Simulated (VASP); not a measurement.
```yaml
crystal:
  lattice:
    - [3.30726, -4.69414, 0.00000]
    - [3.30726, 4.69414, 0.00000]
    - [0.00000, 0.00000, 3.33193]
  atoms:
    - { symbol: Ca, position: [0.50000, 0.50000, 0.00000] }
    - { symbol: Ca, position: [0.50000, 0.00000, 0.50000] }
    - { symbol: Ca, position: [0.00000, 0.50000, 0.50000] }
    - { symbol: Cd, position: [0.00000, 0.00000, 0.00000] }
    - { symbol: O, position: [0.25260, 0.74740, 0.00000] }
    - { symbol: O, position: [0.74740, 0.25260, 0.00000] }
    - { symbol: O, position: [0.25271, 0.25271, 0.50000] }
    - { symbol: O, position: [0.74729, 0.74729, 0.50000] }
```

Level of theory: LDA (Ceperley-Alder, Perdew-Zunger), VASP's LDA PAW potentials (set 64) (plane waves; VASP). Settings: 400 eV cut-off, 4×4×7 Γ-centred mesh, Gaussian smearing of 0.010 eV, potentials Ca_sv Cd O.

Task: Give the energies of bands 23 to 36 at the high-symmetry points, in eV from the valence-band maximum.

Result: 
| band | Γ | Y | C0 | Z | A0 | T | S | R |
|---|---|---|---|---|---|---|---|---|
| 23 | -2.57 | -2.50 | -2.38 | -2.60 | -2.48 | -2.63 | -2.70 | -3.00 |
| 24 | -2.13 | -2.36 | -2.28 | -2.27 | -2.45 | -2.30 | -2.03 | -2.57 |
| 25 | -1.55 | -1.61 | -1.79 | -2.17 | -2.40 | -2.26 | -1.81 | -1.92 |
| 26 | -1.47 | -1.52 | -1.65 | -1.75 | -1.53 | -1.57 | -1.55 | -1.89 |
| 27 | -0.99 | -1.18 | -1.46 | -1.69 | -1.40 | -1.44 | -1.53 | -1.68 |
| 28 | -0.99 | -1.01 | -1.25 | -1.43 | -1.24 | -1.16 | -1.23 | -1.24 |
| 29 | -0.71 | -1.00 | -0.91 | -1.26 | -1.07 | -0.74 | -1.07 | -1.15 |
| 30 | -0.59 | -0.91 | -0.61 | -1.05 | -0.91 | -0.73 | -1.03 | -1.14 |
| 31 | -0.33 | -0.61 | -0.59 | -0.82 | -0.64 | -0.63 | -0.92 | -1.08 |
| 32 | -0.29 | -0.41 | -0.53 | -0.63 | -0.44 | -0.58 | -0.03 | -0.33 |
| 33 | -0.27 | -0.29 | -0.26 | -0.48 | -0.39 | -0.54 | 0.00 | -0.07 |
| 34 | 2.83 | 3.94 | 4.16 | 5.52 | 4.48 | 4.29 | 4.40 | 5.04 |
| 35 | 4.06 | 4.46 | 4.87 | 5.97 | 4.52 | 4.30 | 4.99 | 5.08 |
| 36 | 6.62 | 5.95 | 5.57 | 6.13 | 5.74 | 5.68 | 5.79 | 5.95 |

The gap is indirect, 2.83 eV, from the valence maximum at S to the conduction minimum at Γ.

The structure comes from a computed database's Ca3CdO4 entry (Cmmm); how it stands against other phases isn't given here. The cell was not relaxed at this level.
